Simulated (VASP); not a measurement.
Data:

```
CELL_PARAMETERS angstrom
     -0.01060     4.36027     4.34368
      4.36027    -0.01060     4.34368
      2.17484     2.17484     0.00000
ATOMIC_POSITIONS crystal
  V  0.00000 0.00000 0.00000
  N  0.24241 0.24241 0.51517
  N  0.23714 0.76286 0.50000
  N  0.76286 0.23714 0.50000
  N  0.75759 0.75759 0.48483
  Sc 0.00000 0.50000 0.00000
  Sc 0.50000 0.00000 0.00000
  Sc 0.50000 0.50000 0.00000
```

All values below come from PBEsol GGA, VASP's PBE PAW potentials (set 64) (plane waves; VASP 6.6.1). Numerical set-up: 520 eV cut-off, 7×7×14 Γ-centred mesh, tetrahedra with Blöchl corrections, potentials V_sv N Sc_sv.

### Question
Estimate the energy per atom (σ→0), band gap (on the k-mesh) with the smallest direct gap where there is one.

### Answer

```json
{
 "band gap (on the k-mesh)": "none (metal, semimetal or under 0.01 eV)",
 "energy per atom (σ→0)": "-9.796 eV/atom"
}
```

Total energies compare only between runs with the same potentials, cut-off and functional.

The structure was generated: Sc3VN4 was put into an ordered model structure (Cmmm), which need not be its known phase. It was relaxed first. The run is not spin-polarised, so no magnetic state was tried.
